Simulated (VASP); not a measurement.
Calculation: PBEsol GGA, VASP's PBE PAW potentials (set 64) (plane waves; VASP).

The input files of a VASP run:

KPOINTS:
```
Regular mesh
0
Gamma
  6 4 1
```

### INCAR
```
# general
SYSTEM  = Cs(211) slab
PREC    = Normal
ENCUT   = 400   # plane-wave cut-off (eV)
LREAL   = .False.
LASPH   = .True.

# electronic loop
EDIFF   = 1E-6
NELM    = 100
NELMIN  = 4
ALGO    = Normal   # blocked Davidson
LMAXMIX = 4   # l cut-off of mixed one-centre charges

# smearing
ISMEAR  = 1   # Methfessel-Paxton
SIGMA   = 0.1   # width (eV)

# functional
GGA     = PS   # PBEsol

# output
LWAVE   = .False.
LCHARG  = .False.
LORBIT  = 11   # lm-projected
LVHAR   = .True.

# other
LDIPOL  = .True.
IDIPOL  = 3
DIPOL   = 0.5 0.5 0.5
```

POSCAR:
```
Cs(211) slab
1
    5.1998735281     0.0000000000     0.0000000000
    0.0000000000     8.4913581198     0.0000000000
    0.0000000000     0.0000000000    24.5696392699
Cs
4
Direct
  0.4956298880   0.7500000000   0.3510472933
  0.8396248858   0.2500000000   0.4492604373
  0.1603751142   0.7500000000   0.5507395627
  0.5043701120   0.2500000000   0.6489527067
```

POTCAR, in this order: Cs_sv (PBE.64 set). Program: vasp_std. Read from the step before: WAVECAR.

The run wrote:

**OSZICAR**
```
       N       E                     dE             d eps       ncg     rms          rms(c)
DAV:   1    -0.326187751476E+01   -0.32619E+01   -0.44626E-05   564   0.366E-02    0.522E-03
DAV:   2    -0.326187590360E+01    0.16112E-05   -0.38415E-06   600   0.115E-02    0.223E-03
DAV:   3    -0.326187536399E+01    0.53960E-06   -0.26364E-06   408   0.829E-03    0.374E-04
DAV:   4    -0.326187540763E+01   -0.43637E-07   -0.40553E-07   306   0.339E-03
   1 F= -.32618754E+01 E0= -.32603022E+01  d E =-.471975E-02
```

File OUTCAR:
```
------------------------ aborting loop because EDIFF is reached ----------------------------------------
  FORCE on cell =-STRESS in cart. coord.  units (eV):
  Direction    XX          YY          ZZ          XY          YZ          ZX
  --------------------------------------------------------------------------------------
  Total       -0.3107539     -0.1333730     -0.1068338      0.0000000      0.0000000      0.0773276
  in kB       -0.4589426     -0.1969744     -0.1577794      0.0000000      0.0000000      0.1142027
  external PRESSURE =      -0.2712322 kB  Pullay stress =       0.0000000 kB
  volume of cell :     1084.85
      direct lattice vectors                 reciprocal lattice vectors
     5.199873528  0.000000000  0.000000000     0.192312370  0.000000000  0.000000000
     0.000000000  8.491358120  0.000000000     0.000000000  0.117766791  0.000000000
     0.000000000  0.000000000 24.569639270     0.000000000  0.000000000  0.040700638
 POSITION                                       TOTAL-FORCE (eV/Angst)
 -----------------------------------------------------------------------------------
      2.57721      6.36852      8.62511        -0.021870      0.000000      0.016892
      4.36594      2.12284     11.03817         0.030351     -0.000000     -0.017086
      0.83393      6.36852     13.53147        -0.030351     -0.000000      0.017086
      2.62266      2.12284     15.94453         0.021870     -0.000000     -0.016892
 -----------------------------------------------------------------------------------
    total drift:                                0.000000      0.000000     -0.000000
  FREE ENERGIE OF THE ION-ELECTRON SYSTEM (eV)
  ---------------------------------------------------
  free  energy   TOTEN  =        -3.2618754076 eV

  energy  without entropy=       -3.2571556563  energy(sigma->0) =       -3.26030216

 total charge

# of ion       s       p       d       tot
------------------------------------------
    1        1.876   4.671   0.007   6.554
    2        1.874   4.672   0.010   6.556
    3        1.874   4.672   0.010   6.556
    4        1.876   4.671   0.007   6.554
--------------------------------------------------
tot          7.499  18.686   0.034  26.220
```
(Selected blocks of OUTCAR.)

The cell is a thin slab with vacuum, built from Cs (bcc): (211) face.
